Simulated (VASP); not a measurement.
Data:

```xyz
5
Lattice="3.8568 0.0000 0.0000 0.0000 3.9340 0.0000 0.0000 0.0000 6.7637" Properties=species:S:1:pos:R:3 pbc="T T T"
Er     0.0000     1.9670     0.0172
Er     1.9284     1.9670     3.3505
Si     1.9284     0.0000     5.5037
Si     1.9284     0.0000     1.0536
Si     0.0000     0.0000     2.4392
```

The numbers are results of r2SCAN meta-GGA, VASP's PBE PAW potentials (set 64) (plane waves; VASP 6.6.1), not measurements. Run with 400 eV cut-off, 9×9×5 Γ-centred mesh, tetrahedra with Blöchl corrections, potentials Er_3 Si.

The 4f electrons are frozen in the core of the lanthanide potential, so 4f levels, which can set the real gap, and their magnetism are missing. For a metal the tetrahedron method with Blöchl corrections gives inexact stress and forces.

Question: Predict the energy per atom (σ→0), largest force, band gap (over mesh and band path) with the smallest direct gap where there is one.

Answer: 
- band gap (over mesh and band path) = none (metal, semimetal or under 0.01 eV)
- energy per atom (σ→0) = -19.482 eV/atom
- largest force = 0.106 eV/Å

The absolute energy has meaning only against runs of the same code, potentials and settings.

The structure comes from a computed database's Er2Si3 entry (Pmm2); how it stands against other phases isn't given here. It was relaxed first.
